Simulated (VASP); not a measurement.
Output of a VASP run:

**OSZICAR**
```
       N       E                     dE             d eps       ncg     rms          rms(c)
DAV:   1     0.397126323213E+03    0.39713E+03   -0.22875E+04  1297   0.228E+03
DAV:   2    -0.431978425962E+02   -0.44032E+03   -0.43043E+03  1282   0.591E+02
DAV:   3    -0.103726572946E+03   -0.60529E+02   -0.59758E+02  1464   0.191E+02
DAV:   4    -0.106091015697E+03   -0.23644E+01   -0.23595E+01  1444   0.426E+01
DAV:   5    -0.106187046399E+03   -0.96031E-01   -0.96024E-01  1860   0.797E+00    0.565E+00
DAV:   6    -0.983281704785E+02    0.78589E+01   -0.37872E+00  1366   0.247E+01    0.342E+00
DAV:   7    -0.966737440833E+02    0.16544E+01   -0.44070E-01  1303   0.604E+00    0.219E+00
DAV:   8    -0.966416268810E+02    0.32117E-01   -0.32017E-01  1289   0.320E+00    0.844E-01
DAV:   9    -0.966887535769E+02   -0.47127E-01   -0.13016E-01  1275   0.195E+00    0.325E-01
DAV:  10    -0.967254288664E+02   -0.36675E-01   -0.68542E-02  1261   0.161E+00    0.204E-01
DAV:  11    -0.967291505482E+02   -0.37217E-02   -0.47878E-03  1394   0.461E-01    0.101E-01
DAV:  12    -0.967267732260E+02    0.23773E-02   -0.58372E-03  1289   0.550E-01    0.609E-02
DAV:  13    -0.967288675935E+02   -0.20944E-02   -0.52385E-04  1331   0.162E-01    0.402E-02
DAV:  14    -0.967299497583E+02   -0.10822E-02   -0.52217E-04  1324   0.145E-01    0.147E-02
DAV:  15    -0.967300390316E+02   -0.89273E-04   -0.18925E-04  1338   0.928E-02    0.113E-02
DAV:  16    -0.967300177497E+02    0.21282E-04   -0.51355E-05  1296   0.487E-02    0.875E-03
DAV:  17    -0.967300730575E+02   -0.55308E-04   -0.58834E-05  1268   0.485E-02    0.208E-03
DAV:  18    -0.967300726658E+02    0.39177E-06   -0.36480E-06  1216   0.152E-02
   1 F= -.96730073E+02 E0= -.96728162E+02  d E =-.967301E+02
```

### OUTCAR
```
------------------------ aborting loop because EDIFF is reached ----------------------------------------
  FORCE on cell =-STRESS in cart. coord.  units (eV):
  Direction    XX          YY          ZZ          XY          YZ          ZX
  --------------------------------------------------------------------------------------
  Total        0.0450016      0.0450016      0.0450016      0.0000000     -0.0000000      0.0000000
  in kB        0.7835618      0.7835618      0.7835618      0.0000000     -0.0000000      0.0000000
  external PRESSURE =       0.7835618 kB  Pullay stress =       0.0000000 kB
  volume of cell :       92.02
      direct lattice vectors                 reciprocal lattice vectors
     4.514625134  0.000000000  0.000000000     0.221502333  0.000000000  0.000000000
     0.000000000  4.514625134  0.000000000     0.000000000  0.221502333  0.000000000
     0.000000000  0.000000000  4.514625134     0.000000000  0.000000000  0.221502333
 POSITION                                       TOTAL-FORCE (eV/Angst)
 -----------------------------------------------------------------------------------
      0.00000      0.00000      0.00000         0.000000      0.000000      0.000000
      0.00000      2.25731      2.25731         0.000000      0.000000      0.000000
      2.25731      0.00000      2.25731         0.000000      0.000000      0.000000
      2.25731      2.25731      0.00000         0.000000      0.000000      0.000000
 -----------------------------------------------------------------------------------
    total drift:                                0.000000      0.000000     -0.000000
  FREE ENERGIE OF THE ION-ELECTRON SYSTEM (eV)
  ---------------------------------------------------
  free  energy   TOTEN  =       -96.7300726658 eV

  energy  without entropy=      -96.7243420613  energy(sigma->0) =      -96.72816246

 reached required accuracy - stopping structural energy minimisation
```
(Selected blocks of OUTCAR.)

File POSCAR:
```
Sn3Pd
1
    4.5146251343     0.0000000000    -0.0000000000
    0.0000000000     4.5146251343    -0.0000000000
    0.0000000000     0.0000000000     4.5146251343
Pd Sn
1 3
Direct
  0.0000000000   0.0000000000   0.0000000000
  0.0000000000   0.5000000000   0.5000000000
  0.5000000000   0.0000000000   0.5000000000
  0.5000000000   0.5000000000   0.0000000000
```

### Question
Write an INCAR and KPOINTS that could have produced this output.

### Answer
This is not unique; one that fits is the input of the run itself, r2SCAN meta-GGA, plane waves, VASP's PBE PAW potentials (set 64).

KPOINTS:
```
Automatic mesh
0
gamma
6 6 6
0 0 0
```

### INCAR
```
! general
SYSTEM  = Sn3Pd
PREC    = Accurate
ENCUT   = 400
LREAL   = .FALSE.   ! projection in real space or not
LASPH   = .TRUE.

! electronic loop
EDIFF   = 1E-6   ! SCF stop (eV)
NELM    = 100   ! most electronic steps
ALGO    = Normal
LMAXMIX = 4
LMIXTAU = .TRUE.

! smearing
ISMEAR  = 1   ! Methfessel-Paxton
SIGMA   = 0.1   ! width (eV)

! functional
METAGGA = R2SCAN

! ions
IBRION  = 2   ! conjugate gradients
NSW     = 60
ISIF    = 3
EDIFFG  = -0.02   ! ionic stop

! output
LWAVE   = .FALSE.
LCHARG  = .FALSE.
```

POTCAR, in this order: Pd Sn_d (PBE.64 set). Program: vasp_std.

The structure comes from a measured Sn3Pd entry (Pm-3m) of the Crystallography Open Database, whose conditions weren't checked. It was relaxed first, which changed the volume by +46 %. The start is the result of an earlier pass.
